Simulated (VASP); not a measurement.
The system is HfO2.

```
Hf O
1.0
     0.00000    2.60000    2.60000
     2.60000    0.00000    2.60000
     2.60000    2.60000    0.00000
Hf O
1 2
Direct
  0.00000 0.00000 0.00000
  0.25000 0.25000 0.25000
  0.75000 0.75000 0.75000
```

The cell was built by a generator and needn't be a form met in nature.

Base run:

| Quantity | Value |
| --- | --- |
| Program | VASP 6.6.1 |
| Functional | PBEsol |
| Potentials or basis | VASP PAW PBE potentials, release 64 (Hf_pv, O) |
| Cutoff | 700 eV |
| k mesh | 6 × 6 × 6 |
| Occupations | gaussian, width 0.05 eV |
| Spin | no spin polarisation |

Its results: band gap on the k mesh 3.48 eV, direct; pressure -23.1 GPa.

Problem. The run is repeated on the same cell with these changes: functional from PBEsol to PBE. What comes out?

Solution. Band gap on the k mesh 3.60 eV, direct; pressure -16.3 GPa.

PBE binds less tightly than PBEsol, so the same cell stands under more pressure.

Caveats: so large a pressure means that the cell lies far from this level's equilibrium, or that cutoff or potentials fall short; spin-orbit coupling is left out, which moves the levels of the heavy elements; the potentials were made for another functional, which shifts forces and pressure (some runs).

A k mesh can miss the band edges.
